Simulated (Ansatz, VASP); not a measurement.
# Zr2NO2 in two plane-wave programs

One calculation is typed for both programs; each brings its own data sets. How far apart do they land? The structure shown is the start of the Ansatz relaxation below; VASP solves that cell, so the two are compared at the walk's first step.

Program: Ansatz 0.2.0. Level of theory: plane waves, with VASP 6.6.1 beside it; single point at LDA. Results are calculated unless marked as measured.

## Step 1: The starting structure

The cell holds 15 atoms: 3 N, 6 Zr and 6 O. Its edges and angles: a = 3.211 Å, b = 8.495 Å, c = 32.600 Å, α = 90.0°, β = 90.0°, γ = 100.9°. It derives from Zr2NO2. Vacuum lies along c.

## Step 2: Ansatz: relaxation, LDA

Ansatz runs on its default PAW (the set named soft_2) files.

The two programs are compared at the cell with which this relaxation starts, whose forces are those of its first step.

Input file input.yaml:

```yaml
crystal:
  lattice:
    - [3.2106202781, 0.0, 0.0]
    - [-1.6053101391, 8.3414361682, 0.0]
    - [0.0, 0.0, 32.6]
  atoms:
    - { symbol: "N", position: [0.6690431943, 0.3380863885, 0.3065858865] }
    - { symbol: "N", position: [0.3333333711, 0.6666667421, 0.3067484637] }
    - { symbol: "N", position: [-0.0023764791, -0.0047529582, 0.3069110427] }
    - { symbol: Zr, position: [0.1106658921, 0.2213317843, 0.3471103893] }
    - { symbol: Zr, position: [0.7766014404, 0.5532028808, 0.3480378698] }
    - { symbol: Zr, position: [0.4460659581, 0.8921319163, 0.3478540053] }
    - { symbol: Zr, position: [0.5560007174, 0.1120014349, 0.2663865469] }
    - { symbol: Zr, position: [0.2206006969, 0.4412013939, 0.265642942] }
    - { symbol: Zr, position: [0.8900651935, 0.7801303869, 0.2654590509] }
    - { symbol: O, position: [0.5558793191, 0.1117586382, 0.3776090032] }
    - { symbol: O, position: [0.2236930768, 0.4473861536, 0.3771495893] }
    - { symbol: O, position: [0.8870943241, 0.7741886483, 0.3762911788] }
    - { symbol: O, position: [0.1107874142, 0.2215748284, 0.2358879469] }
    - { symbol: O, position: [0.7795723607, 0.5591447215, 0.2372057464] }
    - { symbol: O, position: [0.4429736235, 0.885947247, 0.2363473641] }
  periodic: [true, true, false]
kpoints:
  mp_grid: { grid: [12, 12, 1] }
hamiltonian:
  xc: lda
scf:
  occupations: { method: methfessel_paxton, width: 0.15 }
output:
  forces: true
  stress: true
  eigenvalues: true
relax:
  adjacent_minimum: "off"
  f_tol: 0.002
  max_steps: 120
  cell: { stress_2d_tol: 0.005 }
```

Launch:

```console
> ansatz run input.yaml --threads 8 --pin off --max-ram 14336MiB --backend cpu --events-out ev --progress --plain --runs-dir out
```

Numbers of over 12 decimals in the logs are rounded to 6 here.

Output:

```text
Warning: the atoms were moved onto the symmetric positions of the space group found under crystal.symmetry.tolerance 1.0e-5 (fractional; no operation is sought that the atoms, as they stand in a round, miss by more than twice it, and no atom is moved by as much as it), and the run uses the moved positions. Before a round's move an operation carried an atom to 1.18e-6 Å from where it should land, the largest such dist [...]
Engine: ansatz 0.2.0, aarch64-unknown-linux-gnu
Pseudopotentials: kind: paw
Pseudopotential: N, paw, valence charge 5, recommended cutoff 420 eV (normal), N.paw.azcp
Pseudopotential: Zr, paw, valence charge 12, recommended cutoff 420 eV (normal), Zr.paw.azcp
Pseudopotential: O, paw, valence charge 6, recommended cutoff 420 eV (normal), O.paw.azcp
Functional definition: SPW92
  exchange = slater_x
  correlation = pw_c
Crystal: 15 atoms, lattice volume = 873.067 Å³
Basis set: ecut = 420 eV, 17103 PW (Γ)
Bands: 77, of which v1, the nominal top of the filled ones, is band 62 counted from 1 (61 counted from 0)
Symmetry: 4 space group operations
Space group: C2/m (ITA 12), of the structure as read, at distance tolerance 9.6e-5 Å
k-points: 43 of 144
Non-local potential: N, projectors of the file, l = 0: 2, l = 1: 2, l = 2: 1
Non-local potential: Zr, projectors of the file, l = 0: 3, l = 1: 2, l = 2: 2, l = 3: 2
Non-local potential: O, projectors of the file, l = 0: 2, l = 1: 2, l = 2: 1
PAW form: soft (Blöchl's): semilocal exchange-correlation on the pseudo side does not see the compensation charge
[...]
SCF iter   6: F=—  HF=-28942.635881 eV  |F-HF|=—  |Δ(HF+E_count)|=  1.24e-10  S|Δr|=    0.00e0  Δρ=2.38e-8  dr2=6.02e-12  ethr=4.07e-14 (applied; sched 1.00e-12)  ⟨swp⟩=3.5  Hψ=7905  notcnv=0
SCF iter   7: F=—  HF=-28942.635881 eV  |F-HF|=—  |Δ(HF+E_count)|=  2.18e-11  S|Δr|=    0.00e0  Δρ=1.39e-8  dr2=1.40e-12  ethr=4.89e-15 (applied; sched 1.00e-12)  ⟨swp⟩=3.1  Hψ=6932  notcnv=0
SCF iter   8: F=-28942.635881 eV  HF=-28942.635881 eV  |F-HF|=1.24e-10  |Δ(HF+E_count)|=  7.64e-11  S|Δr|=    0.00e0  Δρ=4.26e-9  dr2=1.91e-13  ethr=1.00e-12  ⟨swp⟩=12.9  Hψ=18320  notcnv=0
SCF 13 converged in 8 iterations: F = -28942.635881 eV  dr2 = 1.91e-13
relax step  13: F+E_penalty+E_count = -28942.63588083 eV  Δ(F+E_penalty+E_count) = -3.117e-5 eV  max|allowed force component| = 8.110e-4 eV/Å  Δτ_max = 0.0000 Å  P = -0.002 N/m  Ω = 873.710 Å³  fix = [c, alpha, beta]  reactions: c -0.000 N/m; alpha +0.000 N/m/rad  stress off target by 1.66e-3 N/m on what of the cell is left free  SCF on the basis re-selected at this cell (its energy is not comparable with the rows above)  (8 SCF iters)
basis re-selected at this cell: Δ(F+E_penalty+E_count) = -3.117e-5 eV, ΔP = +0.000 N/m vs the last step (what re-selecting the basis moved, of the pressure what is left beyond the Pulay correction that the steps carried, after the strain that the cell walked since its last selection, with what the two solves' SCF thresholds leave and, on support functions, any second-order correction that the steps lacked; it is no m [...]
SCF converged after 8 iterations
Stability not checked: this state was not tested for a lower state beside it, because cold or Methfessel-Paxton smearing, or corrected tetrahedra, fill the levels in a way that the test cannot read (fill_not_monotonic; see scf.lower_state_search)
Free energy (F): -28942.635881 eV
Harris-Foulkes:  -28942.635881 eV  (|F-HF|=1.24e-10)
Internal energy: -28942.631409 eV  (E = F + TS)
E sigma→0 (E₀):  -28942.634763 eV
Entropy (-TS):   -0.004472 eV (-0.298 meV/atom)
Fermi energy:    -5.013444 eV
--- Per-component energies (eV) ---
  E_band       = -2808.908980
  E_kinetic    = 3466.055452
  E_local      = -323646.004313  (includes V_loc(G=0)·N_el)
  E_nonlocal   = 926.328948
  E_hartree    = 159583.903096
  E_xc         = -1589.846483
  E_vxc        = -1948.697539  (∫ρ·V_xc dr)
  E_paw        = -18326.496092  (= ΣΔE_a)
  E_vpaw       = -774.413086  (= ΣTr[D̂ρ^β])
  E_aug_tail   = 0.015444  (compensation charges beyond the density's cutoff)
  E_ewald      = 150640.368472
  E_core_change = 3.044066  (= ΣΔE_core)
  E_smearing   = -0.004472  (= −TS)
  E_closure    = -0.000000  (closes the sum)
  Σ components = -28942.635881   (vs F -28942.635881, Δ=0.00e0)
--- Forces (eV/Å), atoms counted from 1 ---
  atom   1  N      0.00000000    -0.00068690    -0.00029423
  atom   2  N      0.00000000     0.00000000     0.00000000
  atom   3  N     -0.00000000     0.00068690     0.00029423
  atom   4  Zr     0.00000000    -0.00034176    -0.00002685
  atom   5  Zr     0.00000000    -0.00015870     0.00040263
  atom   6  Zr     0.00000000    -0.00081102     0.00058993
  atom   7  Zr    -0.00000000     0.00034176     0.00002685
  atom   8  Zr    -0.00000000     0.00081102    -0.00058993
  atom   9  Zr    -0.00000000     0.00015870    -0.00040263
  atom  10  O      0.00000000    -0.00026765     0.00006553
  atom  11  O     -0.00000000     0.00043757    -0.00002733
  atom  12  O     -0.00000000     0.00035732    -0.00004954
  atom  13  O     -0.00000000     0.00026765    -0.00006553
  atom  14  O      0.00000000    -0.00035732     0.00004954
  atom  15  O      0.00000000    -0.00043757     0.00002733
  max |Σ_I F_I| component: 1.08e-19 eV/Å
--- 2D stress c σ (N/m, compression-positive) ---
       -0.001500       0.000000       0.000000
        0.000000      -0.001665      -0.000000
        0.000000      -0.000000      -0.000000
  P = ½ c Tr σ = -0.0016 N/m
--- Band table (eV; the first three rows and the last of 43) ---
  k-point 0: bands = [... 58 lower, -8.0548, -7.9737, -5.5816, -5.1691, -4.5411, -4.4416, -4.1380, -3.1015, ... 11 higher]
  k-point 1: bands = [... 58 lower, -8.1014, -7.9906, -5.5835, -5.1613, -4.5155, -4.4284, -4.1590, -3.1496, ... 11 higher]
  k-point 2: bands = [... 58 lower, -8.2316, -8.0378, -5.5880, -5.1385, -4.4425, -4.4123, -4.1951, -3.2482, ... 11 higher]
  k-point 42: bands = [... 58 lower, -8.6668, -8.5756, -5.5353, -5.4300, -4.4532, -3.6727, -3.0956, -3.0857, ... 11 higher]
--- Relaxed structure (11 steps of the walk, 11 accepted, 2 SCFs on fresh bases) ---
  F+E_penalty+E_count = -28942.63588083 eV   max|allowed force component| = 8.110e-4 eV/Å   (the final SCF, on the basis selected at the relaxed cell)
  cell:  # Å, volume = 873.7101 Å³
    - [3.211345, 9.624683393564225e-12, 0]
    - [-1.605672, 8.345702, 0]
    - [0, 0, 32.6]
  atoms:
    - { symbol: N, position: [0.669447, 0.338894, 0.306529] }
    - { symbol: N, position: [0.333333, 0.666667, 0.306748] }
    - { symbol: N, position: [-0.0027804, -0.0055608, 0.306968] }
    - { symbol: Zr, position: [0.109278, 0.218557, 0.346400] }
    - { symbol: Zr, position: [0.775440, 0.550879, 0.348433] }
    - { symbol: Zr, position: [0.446404, 0.892808, 0.348304] }
    - { symbol: Zr, position: [0.557388, 0.114777, 0.267097] }
    - { symbol: Zr, position: [0.220262, 0.440525, 0.265193] }
    - { symbol: Zr, position: [0.891227, 0.782454, 0.265064] }
    - { symbol: O, position: [0.556740, 0.113481, 0.377893] }
    - { symbol: O, position: [0.224370, 0.448740, 0.376985] }
    - { symbol: O, position: [0.887795, 0.775591, 0.376084] }
    - { symbol: O, position: [0.109926, 0.219853, 0.235604] }
    - { symbol: O, position: [0.778871, 0.557743, 0.237413] }
    - { symbol: O, position: [0.442297, 0.884593, 0.236512] }
```

The column dr2 measures how far the density is from self-consistency, as an energy; F and HF (Harris–Foulkes) agree once it is small.

[end of part 1 of 2]

[Lines on the potential files, build, host, timing and source positions are cut from VASP's logs without a mark.]

[Logs are printed without paths, hosts, clocks, repeated set-up lines and the standing remarks that a program may print on its own settings, such as how far it seeks lower states.]

[Hosts, paths, dates, database ids (printed as entryN), source tags and the programs' standing remarks are cut or masked in the printed files.]
